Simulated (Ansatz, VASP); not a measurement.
**Cross-check of TiGe between VASP and Ansatz**

Aim: how closely do two programs agree when they are given the same cell, functional and k mesh? The cell is invented: As first built, before any earlier steps moved the atoms (in the runner's words): it takes the ZrC structure with all of its atoms replaced by other elements, volume scaled by an estimate. It may not be a known or stable phase. The cell is taken from a series of VASP runs on this material, whose earlier steps may have relaxed, scaled or displaced it; both programs get it as it stands.

Program: Ansatz 0.2.0. Level of theory: plane waves, with VASP 6.6.1 beside it; band structure at RPBE with D4. Results are calculated unless marked as measured.

## (1) Starting point

The structure is cubic, space group Fm-3m (No. 225). Conventional cell: a = 5.148 Å, b = 5.148 Å, c = 5.148 Å, α = 90.00°, β = 90.00°, γ = 90.00°. Ge has 6 Ti at 2.57 Å nearest. Nearest to Ti lie 6 Ge at 2.57 Å. As first built, before any earlier steps moved the atoms (in the runner's words): sites of the ZrC structure (space group 225) filled with other elements, volume scaled by an estimate. Farther neighbours are not listed.

Coordinates:

```cif
data_structure
_symmetry_space_group_name_H-M 'Fm-3m'
_symmetry_Int_Tables_number 225
_cell_length_a 5.1479
_cell_length_b 5.1479
_cell_length_c 5.1479
_cell_angle_alpha 90.000
_cell_angle_beta 90.000
_cell_angle_gamma 90.000
_cell_volume 136.42
loop_
_atom_site_label
_atom_site_type_symbol
_atom_site_symmetry_multiplicity
_atom_site_Wyckoff_symbol
_atom_site_fract_x
_atom_site_fract_y
_atom_site_fract_z
_atom_site_occupancy
Ge1 Ge 4 b 0.50000 0.00000 0.00000 1
Ti1 Ti 4 a 0.00000 0.00000 0.00000 1
```

## (2) Ansatz: band structure, RPBE with D4

Ansatz runs on its default PAW (the set named soft_2) files.

With cell and atoms fixed, the geometry can't cause a difference; cores, projectors, grids and the points listed under the comparison can.

Contents of input.yaml:

```yaml
crystal:
  lattice:
    - [0.0, 2.5739375758, 2.5739375758]
    - [2.5739375758, 0.0, 2.5739375758]
    - [2.5739375758, 2.5739375758, 0.0]
  atoms:
    - { symbol: Ge, position: [0.5, 0.5, 0.5] }
    - { symbol: Ti, position: [0.0, 0.0, 0.0] }
hamiltonian:
  xc: rpbe
  pseudopotentials: { kind: paw }
  dispersion: d4
kpoints:
  mp_grid: { grid: [8, 8, 8] }
  band_path:
    path:
      - [0.0, 0.0, 0.0]
      - [0.16667, 0.0, 0.16667]
      - [0.33333, 0.0, 0.33333]
      - [0.5, 0.0, 0.5]
      - [0.5, 0.08333, 0.58333]
      - [0.5, 0.18333, 0.68333]
      - [0.5, 0.25, 0.75]
      - [0.45, 0.3, 0.75]
      - [0.40833, 0.34167, 0.75]
      - [0.35, 0.35, 0.7]
      - [0.225, 0.225, 0.45]
      - [0.075, 0.075, 0.15]
      - [0.03333, 0.03333, 0.03333]
      - [0.23333, 0.23333, 0.23333]
      - [0.4, 0.4, 0.4]
      - [0.51667, 0.46667, 0.51667]
      - [0.55833, 0.38333, 0.55833]
      - [0.60833, 0.28333, 0.60833]
      - [0.60833, 0.25, 0.64167]
      - [0.55833, 0.25, 0.69167]
      - [0.51667, 0.25, 0.73333]
      - [0.5, 0.3, 0.7]
      - [0.5, 0.38333, 0.61667]
      - [0.5, 0.48333, 0.51667]
      - [0.475, 0.475, 0.55]
      - [0.425, 0.425, 0.65]
      - [0.38333, 0.38333, 0.73333]
      - [0.59167, 0.18333, 0.59167]
      - [0.55, 0.1, 0.55]
      - [0.5, 0.0, 0.5]
    npoints: 1
scf:
  occupations: { method: gaussian, width: 0.05 }
  n_extra_bands: 7
output:
  forces: true
  stress: true
  eigenvalues: true
```

The run is started by

```console
$ ansatz run input.yaml --threads 2 --pin off --max-ram 4608MiB --backend cpu --events-out ev --progress --plain --runs-dir out
```

Numbers of over 12 decimals in the logs are rounded to 6 here.

Output:

```text
scf.n_extra_bands = 7 over 13 filled bands (N_el = 26.0): the run solves 20 bands
Engine: ansatz 0.2.0, aarch64-unknown-linux-gnu
Pseudopotentials: kind: paw
Pseudopotential: Ge, paw, valence charge 14, recommended cutoff 420 eV (normal), Ge.paw.azcp
Pseudopotential: Ti, paw, valence charge 12, recommended cutoff 420 eV (normal), Ti.paw.azcp
Functional definition: RPBE
  parameter kappa = 0.804
  parameter beta = 0.066725
  exchange = rpbe_x(kappa = kappa, mu = beta*pi^2/3)
  correlation = pbe_c(beta = beta)
Crystal: 2 atoms, lattice volume = 34.105 Å³
Basis set: ecut = 420 eV, 645 PW (Γ), exchange–correlation on 50×50×50 points (8 copies of the dense FFT grid, shifted against one another)
Bands: 20, of which v1, the nominal top of the filled ones, is band 13 counted from 1 (12 counted from 0)
Symmetry: 48 space group operations
Space group: Fm-3m (ITA 225), of the structure as read, at distance tolerance 3.2e-5 Å
k-points: 29 of 512
Non-local potential: Ge, projectors of the file, l = 0: 2, l = 1: 2, l = 2: 3, l = 3: 1
Non-local potential: Ti, projectors of the file, l = 0: 3, l = 1: 2, l = 2: 3, l = 3: 1
PAW form: soft (Blöchl's): semilocal exchange-correlation on the pseudo side does not see the compensation charge
PAW frozen core: Ge, regenerated for the run's functional, and the local potential with it (the file was generated under x = pbe(κ = 0.804, μ = 0.219515), c = pbe(β = 0.066725))
PAW frozen core: Ti, regenerated for the run's functional, and the local potential with it (the file was generated under x = pbe(κ = 0.804, μ = 0.219515), c = pbe(β = 0.066725))
PAW one-centre angular grid: Ge, 590 points (default); XC on 64 Gauss nodes
PAW one-centre angular grid: Ti, 590 points (default); XC on 64 Gauss nodes
Initial density: superposition of atomic densities (neutral atoms: chi_scale 0, normalization atom), corrected by the library's trained network
Initial wavefunctions: pseudopotential atomic-orbital guess
Functional: x = rpbe, c = pbe(β = 0.066725)
SCF iter   1: F=—  HF=-6806.780849 eV  |F-HF|=—  |Δ(HF+E_count)|=         —  Δρ=5.78e-3  dr2=8.53e-3  ethr=1.77e-3  ⟨swp⟩=5.4  Hψ=2569  notcnv=0  defer=2
preconditioner: auto → Kerker (q_TF=auto, 2.608 Å⁻¹)  [metal: Δε(μ)=0.020 eV  Ē_g=19.360 eV  σ=0.050 eV  W_gap=0.23  n_scr=14 (ndim 8)  ℏωp=27.0 eV  f_vac=0.000  D(μ)=1.02/eV (n_scr^D=8)]
SCF iter   2: F=—  HF=-6806.780360 eV  |F-HF|=—  |Δ(HF+E_count)|=   4.89e-4  Δρ=3.48e-3  dr2=3.36e-3  ethr=3.28e-5  ⟨swp⟩=1.8  Hψ=923  notcnv=0  defer=10
SCF iter   3: F=—  HF=-6806.780620 eV  |F-HF|=—  |Δ(HF+E_count)|=   2.60e-4  Δρ=1.42e-3  dr2=7.98e-4  ethr=1.29e-5  ⟨swp⟩=2.0  Hψ=750  notcnv=0  defer=10
SCF iter   4: F=—  HF=-6806.780476 eV  |F-HF|=—  |Δ(HF+E_count)|=   1.44e-4  Δρ=3.24e-4  dr2=3.84e-5  ethr=3.07e-6  ⟨swp⟩=2.0  Hψ=753  notcnv=0  defer=10
SCF iter   5: F=—  HF=-6806.780482 eV  |F-HF|=—  |Δ(HF+E_count)|=   5.63e-6  Δρ=6.93e-5  dr2=6.72e-7  ethr=1.48e-7  ⟨swp⟩=2.0  Hψ=786  notcnv=0  defer=10
SCF iter   6: F=-6806.780481 eV  HF=-6806.780481 eV  |F-HF|=2.82e-9  |Δ(HF+E_count)|=   1.13e-6  Δρ=8.67e-6  dr2=2.02e-8  ethr=3.85e-10  ⟨swp⟩=7.0  Hψ=2481  notcnv=0
SCF 1 converged in 6 iterations: F = -6806.780481 eV  dr2 = 2.02e-8
  greatest PAW one-centre occupation: 0.999 electrons in one spin orbital (limit 2), on the Ti atom at site 1 (counted from 0), in its partial waves of l = 0
NSCF: frozen V_eff on 30 k-points
SCF converged after 6 iterations
Free energy (F): -6806.780481 eV
Harris-Foulkes:  -6806.780481 eV  (|F-HF|=2.82e-9)
Internal energy: -6806.779344 eV  (E = F + TS)
E sigma→0 (E₀):  -6806.779912 eV
Entropy (-TS):   -0.001137 eV (-0.568 meV/atom)
Fermi energy:    12.904713 eV
--- Per-component energies (eV) ---
  E_band       = -247.902536
  E_kinetic    = 385.967188
  E_local      = -2955.925267  (includes V_loc(G=0)·N_el)
  E_nonlocal   = 425.161623
  E_hartree    = 1283.165574
  E_xc         = -174.836347
  E_vxc        = -188.498810  (∫ρ·V_xc dr)
  E_paw        = -3076.588595  (= ΣΔE_a)
  E_vpaw       = -480.933030  (= ΣTr[D̂ρ^β])
  E_aug_tail   = 0.000635  (compensation charges beyond the density's cutoff)
  E_ewald      = -2692.311394
  E_disp       = -1.178585  (pairwise vdW)
  E_core_change = -0.234176  (= ΣΔE_core)
  E_smearing   = -0.001137  (= −TS)
  E_closure    = 0.000000  (closes the sum)
  Σ components = -6806.780481   (vs F -6806.780481, Δ=0.00e0)
--- Forces (eV/Å), atoms counted from 1 ---
  atom   1  Ge     0.00000000    -0.00000000    -0.00000000
  atom   2  Ti    -0.00000000     0.00000000    -0.00000000
  max |Σ_I F_I| component: 3.55e-29 eV/Å
--- Stress (GPa, compression-positive) ---
        0.387615       0.000000       0.000000
       -0.000000       0.387615      -0.000000
        0.000000       0.000000       0.387615
  P = ⅓ Tr σ = 0.3876 GPa (3.876 kbar)
--- Band table (eV; the first three rows and the last of 29) ---
  k-point 0: bands = [... 9 lower, 1.9985, 13.0428, 13.0428, 13.0428, 13.4651, 13.4651, 16.2321, 16.2321, ... 3 higher]
  k-point 1: bands = [... 9 lower, 2.2603, 12.4523, 12.7783, 12.7783, 13.3121, 13.3121, 15.6059, 16.9782, ... 3 higher]
  k-point 2: bands = [... 9 lower, 3.0118, 10.7840, 11.9295, 11.9295, 13.6910, 13.6910, 15.0749, 18.3015, ... 3 higher]
  k-point 28: bands = [... 9 lower, 5.1072, 9.9424, 9.9424, 10.8096, 14.6777, 14.6777, 14.7973, 15.1888, ... 3 higher]
```

Elapsed: 0.95 s, on 2 threads of Arm Neoverse V2, shared host; peak memory 0.3 GiB.

Reading the cycles: dr2 is the Hartree energy of the density residual (eV), the measure of convergence; HF is the Harris–Foulkes estimate of the energy, which meets the free energy F at convergence.

## (3) VASP: band structure, RPBE with D4

The same cell, functional, mesh and smearing now go to VASP, with its own data sets and cutoff.

Lines of VASP's logs that name or quote its potential files are left out, and so is its time.

Contents of INCAR:

```
SYSTEM = TiGe
PREC = Accurate
ENCUT = 410
EDIFF = 1E-06
NELM = 100
ISMEAR = 0
SIGMA = 0.05
LREAL = .FALSE.
ALGO = Normal
GGA = RP
IVDW = 13
NBANDS = 25
LORBIT = 11
LWAVE = .FALSE.
LCHARG = .FALSE.
```

Contents of POSCAR:

```
TiGe
1.0
    0.0000000000      2.5739375758      2.5739375758
    2.5739375758      0.0000000000      2.5739375758
    2.5739375758      2.5739375758      0.0000000000
Ge Ti
1 1
Direct
    0.5000000000      0.5000000000      0.5000000000
    0.0000000000      0.0000000000      0.0000000000
```

Contents of KPOINTS:

```
Automatic mesh
0
Gamma
8 8 8
0 0 0
```

Contents of KPOINTS_OPT:

```
Line mode
16
Line-mode
Reciprocal
  0.00000000   0.00000000   0.00000000 GAMMA
  0.50000000   0.00000000   0.50000000 X

  0.50000000   0.00000000   0.50000000 X
  0.50000000   0.25000000   0.75000000 W

  0.50000000   0.25000000   0.75000000 W
  0.37500000   0.37500000   0.75000000 K

  0.37500000   0.37500000   0.75000000 K
  0.00000000   0.00000000   0.00000000 GAMMA

  0.00000000   0.00000000   0.00000000 GAMMA
  0.50000000   0.50000000   0.50000000 L

  0.50000000   0.50000000   0.50000000 L
  0.62500000   0.25000000   0.62500000 U

  0.62500000   0.25000000   0.62500000 U
  0.50000000   0.25000000   0.75000000 W

  0.50000000   0.25000000   0.75000000 W
  0.50000000   0.50000000   0.50000000 L

  0.50000000   0.50000000   0.50000000 L
  0.37500000   0.37500000   0.75000000 K

  0.62500000   0.25000000   0.62500000 U
  0.50000000   0.00000000   0.50000000 X
```

Potentials, in the order of the species: Ge_d and Ti_sv (PBE family, release 64).

The run is started by

```console
$ mpirun -np 1 vasp_std
```

Output:

```text
[banner, memory and clock lines left out]
running    1 mpi-ranks, on    1 nodes
 distrk:  each k-point on    1 cores,    1 groups
 distr:  one band on    1 cores,    1 groups

 POSCAR found type information on POSCAR GeTi
 POSCAR found :  2 types and       2 ions
|                                                                             |
|               ----> ADVICE to this user running VASP <----                  |
|                                                                             |
|     You enforced a specific xc type in the INCAR file but a different       |
|     [... a line on the potential file left out ...]
|     I HOPE YOU KNOW WHAT YOU ARE DOING!                                     |
|                                                                             |

 LDA part: xc-table for (Slater+PW92), standard interpolation
 POSCAR, INCAR and KPOINTS ok, starting setup
 FFT: planning ... GRIDC
 FFT: planning ... GRID_SOFT
 FFT: planning ... GRID
 WAVECAR not read
 entering main loop
       N       E                     dE             d eps       ncg     rms          rms(c)
DAV:   1     0.196275575669E+03    0.19628E+03   -0.10621E+04  1785   0.212E+03
DAV:   2     0.670693549669E+01   -0.18957E+03   -0.18096E+03  1466   0.447E+02
DAV:   3    -0.140530245965E+02   -0.20760E+02   -0.20503E+02  1695   0.107E+02
DAV:   4    -0.147001747190E+02   -0.64715E+00   -0.64594E+00  1713   0.197E+01
DAV:   5    -0.147126196107E+02   -0.12445E-01   -0.12442E-01  1802   0.264E+00    0.113E+01
DAV:   6    -0.126693065448E+02    0.20433E+01   -0.64546E+00  1669   0.255E+01    0.392E+00
DAV:   7    -0.124599793734E+02    0.20933E+00   -0.12256E+00  1668   0.108E+01    0.225E+00
DAV:   8    -0.124860986169E+02   -0.26119E-01   -0.21678E-01  1910   0.445E+00    0.145E+00
DAV:   9    -0.124519591674E+02    0.34139E-01   -0.10790E-01  1539   0.293E+00    0.243E-01
DAV:  10    -0.124520221021E+02   -0.62935E-04   -0.37468E-03  1792   0.707E-01    0.677E-02
DAV:  11    -0.124519799895E+02    0.42113E-04   -0.24162E-04  1882   0.167E-01    0.280E-02
DAV:  12    -0.124519805343E+02   -0.54486E-06   -0.14772E-05  1594   0.348E-02    0.111E-02
DAV:  13    -0.124519789527E+02    0.15817E-05   -0.10742E-06  1407   0.102E-02    0.485E-03
DAV:  14    -0.124519790535E+02   -0.10085E-06   -0.74643E-07  1098   0.758E-03
   1 F= -.13630304E+02 E0= -.13629752E+02  d E =-.110479E-02
 Start KPOINTS_OPT (optional k-point list driver)
k-point batch [1-29\160]
       N       E                     dE             ncg
DAV:   1    -0.514731423100E+04   -0.24567E+05     1767
DAV:   2    -0.102435609616E+05   -0.50962E+04     1466
DAV:   3    -0.107849456883E+05   -0.54138E+03     1749
DAV:   5    -0.108003327759E+05   -0.32342E+00     1813
DAV:   6    -0.108003410131E+05   -0.82372E-02     1621
DAV:   7    -0.108003413800E+05   -0.36686E-03     1833
DAV:   8    -0.108003413979E+05   -0.17915E-04     1363
DAV:   9    -0.108003413989E+05   -0.98546E-06     1043
[...]
k-point batch [146-160\160]
       N       E                     dE             ncg
DAV:   1     0.990871622914E+04   -0.16551E+05      896
DAV:   2     0.703736033728E+04   -0.28714E+04      750
DAV:   3     0.672841580372E+04   -0.30894E+03      921
DAV:   4     0.671913766432E+04   -0.92781E+01      833
DAV:   5     0.671892784174E+04   -0.20982E+00      900
DAV:   6     0.671892147500E+04   -0.63667E-02      826
DAV:   7     0.671892117763E+04   -0.29737E-03      915
DAV:   8     0.671892116359E+04   -0.14044E-04      747
DAV:   9     0.671892116273E+04   -0.85158E-06      571
```

OUTCAR, selected parts (step 3):

```text
ion  position               nearest neighbor table
   1  0.500  0.500  0.500-   2 2.57   2 2.57   2 2.57   2 2.57   2 2.57   2 2.57
   2  0.000  0.000  0.000-   1 2.57   1 2.57   1 2.57   1 2.57   1 2.57   1 2.57

  LATTYP: Found a face centered cubic cell.
 ALAT       =     5.1478751516

 Subroutine GETGRP returns: Found 48 space group operations
 (whereof 48 operations were pure point group operations)

The static configuration has the point symmetry O_h .

 Found     29 irreducible k-points:

   k-points           NKPTS =     29   k-points in BZ     NKDIM =     29   number of bands    NBANDS=     25

   dimension x,y,z NGX =    24 NGY =   24 NGZ =   24
   dimension x,y,z NGXF=    48 NGYF=   48 NGZF=   48

   ENCUT  =  410.0 eV  30.13 Ry    5.49 a.u.   6.01  6.01  6.01*2*pi/ulx,y,z

   NELECT =      26.0000    total number of electrons

 k-points in reciprocal lattice and weights: Automatic mesh
   0.00000000  0.00000000  0.00000000       0.002
   0.12500000  0.00000000  0.00000000       0.016
   0.25000000  0.00000000  0.00000000       0.016
   0.37500000  0.00000000  0.00000000       0.016
   0.50000000  0.00000000  0.00000000       0.008
   0.12500000  0.12500000  0.00000000       0.012
   0.25000000  0.12500000  0.00000000       0.047
   0.37500000  0.12500000  0.00000000       0.047
   0.50000000  0.12500000  0.00000000       0.047
[...]
-0.37500000  0.50000000  0.12500000       0.023
  -0.25000000  0.50000000  0.25000000       0.012

 average (electrostatic) potential at core
       1 -70.7188       2 -73.2971

 E-fermi :   7.9909

 k-point     1 :       0.0000    0.0000    0.0000
  band No.  band energies     occupation
    ...
      6     -15.9481      2.00000
      7     -15.9064      2.00000
      8     -15.9064      2.00000
      9     -15.9064      2.00000
     10      -2.9057      2.00000
     11       8.1256      0.00014
     12       8.1256      0.00014
     13       8.1256      0.00014
     14       8.5568      0.00000
     15       8.5568      0.00000
    ...

 k-point     2 :       0.1250    0.0000    0.0000
  band No.  band energies     occupation
    ...
      9     -15.9044      2.00000
     10      -2.6444      2.00000
     11       7.5375      2.00000
     12       7.8669      1.99955
     13       7.8669      1.99955
     14       8.3984      0.00000
     15       8.3984      0.00000
     16      10.6916      0.00000
     17      12.0662      0.00000
     18      12.0662      0.00000
    ...

 k-point     3 :       0.2500    0.0000    0.0000
  band No.  band energies     occupation
    ...
      9     -15.8997      2.00000
     10      -1.8951      2.00000
     11       5.8725      2.00000
     12       7.0206      2.00000
     13       7.0206      2.00000
     14       8.7748      0.00000
     15       8.7748      0.00000
     16      10.1576      0.00000
     17      13.3895      0.00000
     18      13.3896      0.00000
    ...

  DFT-D4 for vdW energy calculation

  Edisp (eV):   -1.17832

  Total      -0.00962    -0.00962    -0.00962    -0.00000    -0.00000     0.00000
  in kB      -0.45202    -0.45202    -0.45202    -0.00000    -0.00000     0.00000
  external pressure =       -0.45 kB  Pullay stress =        0.00 kB

  energy-cutoff  :      410.00
  volume of cell :       34.11
      direct lattice vectors                 reciprocal lattice vectors
     0.000000000  2.573937576  2.573937576    -0.194254905  0.194254905  0.194254905
     2.573937576  0.000000000  2.573937576     0.194254905 -0.194254905  0.194254905
     2.573937576  2.573937576  0.000000000     0.194254905  0.194254905 -0.194254905

 POSITION                                       TOTAL-FORCE (eV/Angst)
 -----------------------------------------------------------------------------------
      2.57394      2.57394      2.57394         0.000000      0.000000     -0.000000
      0.00000      0.00000      0.00000        -0.000000     -0.000000      0.000000
 -----------------------------------------------------------------------------------
    total drift:                                0.000000     -0.000000      0.000000

  FREE ENERGIE OF THE ION-ELECTRON SYSTEM (eV)
  ---------------------------------------------------
  free  energy   TOTEN  =       -13.6303039293 eV

  energy  without entropy=      -13.6291991428  energy(sigma->0) =      -13.62975154

 total charge
# of ion       s       p       d       tot
------------------------------------------
    1        1.168   1.386  10.011  12.565
    2        2.159   6.116   1.977  10.252
--------------------------------------------------
tot          3.327   7.502  11.988  22.817

[... 3 further parts left out ...]
```

Spin-orbit coupling is off here; it would split degenerate levels.

## (4) Comparison

Known differences besides the potentials themselves: the cutoff is 420 eV in Ansatz and 410 eV in VASP; Ansatz makes its cores anew for this functional, VASP keeps those of its PBE data sets; VASP leaves aspherical gradient terms in its spheres out (LASPH is not set), Ansatz keeps them. Total energies have different zeros and are not compared.

Both answers:

```csv
quantity,Ansatz,VASP,difference
pressure (GPa),0.39,-0.05,+0.43
```

Levels from 3 eV below to 2 eV above the Fermi level differ by 5 meV r.m.s. and 8 meV at most; each VASP level is matched to the nearest of Ansatz, which flatters the figure a little.

## (5) What came out

- r.m.s. difference of levels near the Fermi level (band structure, RPBE with D4): 4.9 meV

What this shows: The r.m.s. difference of levels near the Fermi level is 4.9 meV (band structure, RPBE with D4), within the 80 meV picked in this series as the mark of a large difference. Such differences can come from data sets, numerical settings and the points named under the comparisons, not from the functional's error against experiment.

[Lines on the potential files, build, host, timing and source positions are cut from VASP's logs without a mark.]

[Logs are printed without paths, hosts, clocks, repeated set-up lines and the standing remarks that a program may print on its own settings, such as how far it seeks lower states.]

[Hosts, paths, dates, database ids (printed as entryN), source tags and the programs' standing remarks are cut or masked in the printed files.]
